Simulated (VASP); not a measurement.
These are r2SCAN meta-GGA, VASP's PBE PAW potentials (set 64) (plane waves; VASP) values and carry that method's errors.

VASP ran on this input.

**INCAR**
```
SYSTEM = TiSi
PREC = Accurate; ENCUT = 400; LREAL = .FALSE.
LASPH = .TRUE.
EDIFF = 1E-7; NELM = 100; ALGO = Normal
LMAXMIX = 4; LMIXTAU = .TRUE.
ISMEAR = -5
METAGGA = R2SCAN
ISIF = 2
LWAVE = .FALSE.; LCHARG = .FALSE.; LORBIT = 11
NEDOS = 601
LEFG = .TRUE.
```

### POSCAR
```
TiSi
1.0
  3.4999757958  -0.0000001005   0.0000000000
 -1.7499875578   3.0310681161   0.0000000000
  0.0000000000   0.0000000000   6.4067630141
Ti Si
2 2
Direct
  1.0000000000   0.0000000000   1.0000000000
  1.0000000000   0.0000000000   0.5000000000
  0.3333330000   0.6666670000   0.2500000000
  0.6666670000   0.3333330000   0.7500000000
```

File KPOINTS:
```
Regular mesh
0
Gamma
11 11 6
```

File KPOINTS_OPT:
```
k-points along high-symmetry lines
6
Line-mode
Reciprocal
  0.000000   0.000000   0.000000 ! GAMMA
  0.500000   0.000000   0.000000 ! M

  0.500000   0.000000   0.000000 ! M
  0.333333   0.333333   0.000000 ! K

  0.333333   0.333333   0.000000 ! K
  0.000000   0.000000   0.000000 ! GAMMA

  0.000000   0.000000   0.000000 ! GAMMA
  0.000000   0.000000   0.500000 ! A

  0.000000   0.000000   0.500000 ! A
  0.500000   0.000000   0.500000 ! L

  0.500000   0.000000   0.500000 ! L
  0.333333   0.333333   0.500000 ! H

  0.333333   0.333333   0.500000 ! H
  0.000000   0.000000   0.500000 ! A

  0.500000   0.000000   0.500000 ! L
  0.500000   0.000000   0.000000 ! M

  0.333333   0.333333   0.500000 ! H
  0.333333   0.333333   0.000000 ! K
```

POTCAR, in this order: Ti_sv Si (PBE.64 set). Program: vasp_std.

Output

OSZICAR:
```
       N       E                     dE             d eps       ncg     rms          rms(c)
DAV:   1     0.275379621188E+03    0.27538E+03   -0.13960E+04  2560   0.148E+03
DAV:   2    -0.202425204984E+02   -0.29562E+03   -0.28894E+03  2576   0.454E+02
DAV:   3    -0.542666825899E+02   -0.34024E+02   -0.32491E+02  4772   0.132E+02
DAV:   4    -0.562888355185E+02   -0.20222E+01   -0.20069E+01  3256   0.287E+01
DAV:   5    -0.564209903904E+02   -0.13215E+00   -0.13208E+00  3944   0.648E+00    0.180E+01
DAV:   6    -0.473836631753E+02    0.90373E+01   -0.41882E+01  3344   0.693E+01    0.552E+00
DAV:   7    -0.450318568697E+02    0.23518E+01   -0.32454E+00  3144   0.176E+01    0.350E+00
DAV:   8    -0.442459175803E+02    0.78594E+00   -0.15807E+00  3392   0.969E+00    0.130E+00
DAV:   9    -0.450213178143E+02   -0.77540E+00   -0.48577E-01  2868   0.610E+00    0.592E-01
DAV:  10    -0.450482615276E+02   -0.26944E-01   -0.81939E-02  3864   0.252E+00    0.321E-01
DAV:  11    -0.450666950433E+02   -0.18434E-01   -0.37343E-02  2812   0.157E+00    0.243E-01
DAV:  12    -0.450635526744E+02    0.31424E-02   -0.25974E-03  3604   0.498E-01    0.990E-02
DAV:  13    -0.450687264062E+02   -0.51737E-02   -0.93436E-03  2700   0.857E-01    0.539E-02
DAV:  14    -0.450696938518E+02   -0.96745E-03   -0.78745E-04  3356   0.261E-01    0.418E-02
DAV:  15    -0.450693101104E+02    0.38374E-03   -0.11823E-04  3036   0.113E-01    0.308E-02
DAV:  16    -0.450702976127E+02   -0.98750E-03   -0.54381E-04  2760   0.188E-01    0.108E-02
DAV:  17    -0.450703387077E+02   -0.41095E-04   -0.60568E-05  3464   0.622E-02    0.116E-02
DAV:  18    -0.450703236570E+02    0.15051E-04   -0.24598E-06  3008   0.137E-02    0.979E-03
DAV:  19    -0.450703354688E+02   -0.11812E-04   -0.12945E-05  3316   0.260E-02    0.347E-03
DAV:  20    -0.450703385269E+02   -0.30580E-05   -0.29106E-06  2696   0.123E-02    0.138E-03
DAV:  21    -0.450703431673E+02   -0.46404E-05   -0.24786E-07  2296   0.487E-03    0.174E-03
DAV:  22    -0.450703399729E+02    0.31944E-05   -0.41039E-07  2536   0.573E-03    0.437E-04
DAV:  23    -0.450703409701E+02   -0.99722E-06   -0.46258E-08  1536   0.222E-03    0.345E-04
DAV:  24    -0.450703406923E+02    0.27785E-06   -0.16860E-08  1508   0.111E-03    0.310E-04
DAV:  25    -0.450703407892E+02   -0.96967E-07   -0.75166E-09  1492   0.734E-04
   1 F= -.45070341E+02 E0= -.45070341E+02  d E =0.000000E+00
       N       E                     dE             ncg
```

File OUTCAR:
```
------------------------ aborting loop because EDIFF is reached ----------------------------------------
  FORCE on cell =-STRESS in cart. coord.  units (eV):
  Direction    XX          YY          ZZ          XY          YZ          ZX
  --------------------------------------------------------------------------------------
  Total        0.2060942      0.2060942     -0.0539768      0.0000000      0.0000000      0.0000000
  in kB        4.8582173      4.8582176     -1.2723832      0.0000004      0.0000000      0.0000000
  external PRESSURE =       2.8146839 kB  Pullay stress =       0.0000000 kB
  volume of cell :       67.97
      direct lattice vectors                 reciprocal lattice vectors
     3.499975796 -0.000000101  0.000000000     0.285716266  0.164958322  0.000000000
    -1.749987558  3.031068116  0.000000000     0.000000009  0.329916709  0.000000000
     0.000000000  0.000000000  6.406763014     0.000000000  0.000000000  0.156085062
 POSITION                                       TOTAL-FORCE (eV/Angst)
 -----------------------------------------------------------------------------------
      0.00000      0.00000      0.00000        -0.000000      0.000000      0.000000
      0.00000      0.00000      3.20338        -0.000000      0.000000      0.000000
     -0.00000      2.02071      1.60169         0.000000      0.000000     -0.000000
      1.74999      1.01035      4.80507         0.000000     -0.000000     -0.000000
 -----------------------------------------------------------------------------------
    total drift:                                0.000000     -0.000000     -0.000000
  FREE ENERGIE OF THE ION-ELECTRON SYSTEM (eV)
  ---------------------------------------------------
  free  energy   TOTEN  =       -45.0703407892 eV

  energy  without entropy=      -45.0703407892  energy(sigma->0) =      -45.07034079

 total charge

# of ion       s       p       d       tot
------------------------------------------
    1        2.180   6.154   1.886  10.220
    2        2.180   6.154   1.886  10.220
    3        0.795   0.958   0.000   1.753
    4        0.795   0.958   0.000   1.753
--------------------------------------------------
tot          5.949  14.224   3.771  23.945

 Electric field gradients after diagonalization (V/A^2)
 (convention: |V_zz| > |V_xx| > |V_yy|)
----------------------------------------------------------------------
 ion       V_xx      V_yy      V_zz     asymmetry (V_yy - V_xx)/ V_zz
----------------------------------------------------------------------
   1      28.203    28.198   -56.401       0.000
   2      28.203    28.198   -56.401       0.000
   3      10.414    10.414   -20.828       0.000
   4      10.414    10.414   -20.828       0.000
```
(Selected blocks of OUTCAR.)

For a metal the tetrahedron method with Blöchl corrections gives inexact stress and forces.

The structure was generated: TiSi was put into the NiAs type (P6_3/mmc), which need not be its known phase. It was relaxed first, which changed the volume by -18 %.
